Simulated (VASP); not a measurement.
Output of a VASP run:

### OUTCAR
```
 ion  position               nearest neighbor table
   1  0.000  0.000  0.000-
  LATTYP: Found a body centered cubic cell.
 ALAT       =     4.6716000000
 Subroutine PRICEL returns:
 Original cell was already a primitive cell.
 Subroutine GETGRP returns: Found 48 space group operations
The static configuration has the point symmetry O_h .
The dynamic configuration has the point symmetry O_h .
 Subroutine INISYM returns: Found 48 space group operations
 Subroutine IBZKPT returns following result:
 Found     29 irreducible k-points:

 Following reciprocal coordinates:
            Coordinates               Weight
  0.000000  0.000000  0.000000      1.000000
  0.125000  0.000000  0.000000     12.000000
  0.250000  0.000000  0.000000     12.000000
  0.375000  0.000000  0.000000     12.000000
  0.500000  0.000000  0.000000      6.000000
  0.125000  0.125000  0.000000     24.000000
  0.250000  0.125000  0.000000     48.000000
  0.375000  0.125000 -0.000000     48.000000
  0.250000  0.250000  0.000000     24.000000
  0.375000  0.250000  0.000000     24.000000
  0.125000  0.125000  0.125000      8.000000
  0.250000  0.125000  0.125000     24.000000
  0.375000  0.125000  0.125000     12.000000
 -0.125000  0.125000  0.125000      6.000000
  0.250000  0.250000  0.125000     24.000000
 -0.250000  0.250000  0.125000     24.000000
 -0.375000  0.375000  0.125000     24.000000
 -0.250000  0.375000  0.125000     24.000000
  0.500000  0.500000  0.125000     12.000000
 -0.375000  0.500000  0.125000     48.000000
 -0.375000 -0.375000  0.125000      8.000000
  0.250000  0.250000  0.250000      2.000000
 -0.250000  0.250000  0.250000      6.000000
 -0.375000  0.375000  0.250000     24.000000
  0.500000  0.500000  0.250000     12.000000
 -0.375000  0.500000  0.250000     24.000000
 -0.375000  0.375000  0.375000      6.000000
  0.500000  0.500000  0.375000     12.000000
  0.500000  0.500000  0.500000      1.000000
   k-points           NKPTS =     29   k-points in BZ     NKDIM =     29   number of bands    NBANDS=      8
   number of dos      NEDOS =    301   number of ions     NIONS =      1
   total plane-waves  NPLWV =  21952
   dimension x,y,z NGX =    28 NGY =   28 NGZ =   28
   dimension x,y,z NGXF=    56 NGYF=   56 NGZF=   56
   ions per type =               1
   PREC   = accura    normal or accurate (medium, high low for compatibility)
   ISTART =      0    job   : 0-new  1-cont  2-samecut
   ICHARG =      2    charge: 1-file 2-atom 10-const
   ISPIN  =      1    spin polarized calculation?
   LNONCOLLINEAR =      F non collinear calculations
   LSORBIT =      F    spin-orbit coupling
   INIWAV =      1    electr: 0-lowe 1-rand  2-diag
   ENCUT  =  400.0 eV  29.40 Ry    5.42 a.u.   6.60  6.60  6.60*2*pi/ulx,y,z
   NELM   =    100;   NELMIN=  2; NELMDL= -5     # of ELM steps
   EDIFF  = 0.1E-05   stopping-criterion for ELM
   LREAL  =      F    real-space projection
   NLSPLINE    = F    spline interpolate recip. space projectors
   LMAXMIX     =    6 max onsite mixed and CHGCAR
   VOSKOWN=      0    Vosko Wilk Nusair interpolation
   EDIFFG = 0.1E-04   stopping-criterion for IOM
   NSW    =      0    number of steps for IOM
   NBLOCK =      1;   KBLOCK =      1    inner block; outer block
   IBRION =     -1    ionic relax: 0-MD 1-quasi-New 2-CG
   NFREE  =      0    steps in history (QN), initial steepest desc. (CG)
   ISIF   =      2    stress and relaxation
   ISYM   =      2    0-nonsym 1-usesym 2-fastsym
   TEIN   =    0.0    initial temperature
   TEBEG  =    0.0;   TEEND  =   0.0 temperature during run
   SMASS  =  -3.00    Nose mass-parameter (am)
   PSTRESS=    0.0 pullay stress
   NELECT =       8.0000    total number of electrons
   EFERMI =   0.00;   METHOD = LEGACY
   ISMEAR =     1;   SIGMA  =   0.10  broadening in eV -4-tet -1-fermi 0-gaus
   IALGO  =     38    algorithm
   LDIAG  =      T    sub-space diagonalisation (order eigenvalues)
...
```

OSZICAR:
```
       N       E                     dE             d eps       ncg     rms          rms(c)
DAV:   1     0.696725301528E+01    0.69673E+01   -0.35051E+03   496   0.678E+02
DAV:   2    -0.171354646667E+01   -0.86808E+01   -0.84376E+01   728   0.910E+01
DAV:   3    -0.180770891878E+01   -0.94162E-01   -0.83501E-01   648   0.694E+00
DAV:   4    -0.180907847966E+01   -0.13696E-02   -0.13700E-02   736   0.120E+00
DAV:   5    -0.180908517405E+01   -0.66944E-05   -0.66945E-05   672   0.402E-02    0.609E+00
DAV:   6    -0.181993972764E+01   -0.10855E-01   -0.15049E-03   720   0.386E-01    0.364E+00
DAV:   7    -0.182596364287E+01   -0.60239E-02   -0.37175E-03   728   0.586E-01    0.546E-02
DAV:   8    -0.182600288416E+01   -0.39241E-04   -0.10753E-04   800   0.884E-02    0.128E-02
DAV:   9    -0.182600923000E+01   -0.63458E-05   -0.66134E-06   728   0.205E-02    0.490E-03
DAV:  10    -0.182600894311E+01    0.28689E-06   -0.16395E-06   608   0.102E-02
   1 F= -.18260089E+01 E0= -.18265171E+01  d E =0.152435E-02
```

File OUTCAR:
```
------------------------ aborting loop because EDIFF is reached ----------------------------------------
  FORCE on cell =-STRESS in cart. coord.  units (eV):
  Direction    XX          YY          ZZ          XY          YZ          ZX
  --------------------------------------------------------------------------------------
  Total       -0.4635828     -0.4635828     -0.4635828      0.0000000     -0.0000000      0.0000000
  in kB      -14.5703824    -14.5703824    -14.5703824      0.0000000     -0.0000000      0.0000000
  external PRESSURE =     -14.5703824 kB  Pullay stress =       0.0000000 kB
  volume of cell :       50.98
      direct lattice vectors                 reciprocal lattice vectors
    -2.335800000  2.335800000  2.335800000     0.000000000  0.214059423  0.214059423
     2.335800000 -2.335800000  2.335800000     0.214059423  0.000000000  0.214059423
     2.335800000  2.335800000 -2.335800000     0.214059423  0.214059423  0.000000000
 POSITION                                       TOTAL-FORCE (eV/Angst)
 -----------------------------------------------------------------------------------
      0.00000      0.00000      0.00000        -0.000000     -0.000000      0.000000
 -----------------------------------------------------------------------------------
    total drift:                                0.000000      0.000000      0.000000
  FREE ENERGIE OF THE ION-ELECTRON SYSTEM (eV)
  ---------------------------------------------------
  free  energy   TOTEN  =        -1.8260089431 eV

  energy  without entropy=       -1.8275332903  energy(sigma->0) =       -1.82651706
```
(Selected blocks of OUTCAR.)

### POSCAR
```
Eu
1
   -2.3358000000     2.3358000000     2.3358000000
    2.3358000000    -2.3358000000     2.3358000000
    2.3358000000     2.3358000000    -2.3358000000
Eu
1
Direct
  0.0000000000   0.0000000000   0.0000000000
```

Write an INCAR and KPOINTS that could have produced this output.

One answer among several that fit: the input of the run itself, PBE GGA, plane waves, VASP's PBE PAW potentials (set 64).

### INCAR
```
GGA=PE   ! PBE
LWAVE=.FALSE.
ALGO=Normal   ! blocked Davidson
ISIF=2
PREC=Accurate
NELM=100   ! most electronic steps
LREAL=.FALSE.   ! projection in real space or not
ISMEAR=1   ! Methfessel-Paxton
LASPH=.TRUE.
SYSTEM=Eu
SIGMA=0.1
EDIFF=1E-6
LMAXMIX=6
LCHARG=.FALSE.
ENCUT=400   ! plane-wave cut-off (eV)
```

### KPOINTS
```
Automatic mesh
0
Gamma
8 8 8
0 0 0
```

POTCAR, in this order: Eu_2 (PBE.64 set). Program: vasp_std.

The 4f electrons are frozen in the core of the lanthanide potential, so 4f levels, which can set the real gap, and their magnetism are missing.

The compound is Eu in the bcc structure. The cell was not relaxed at this level.
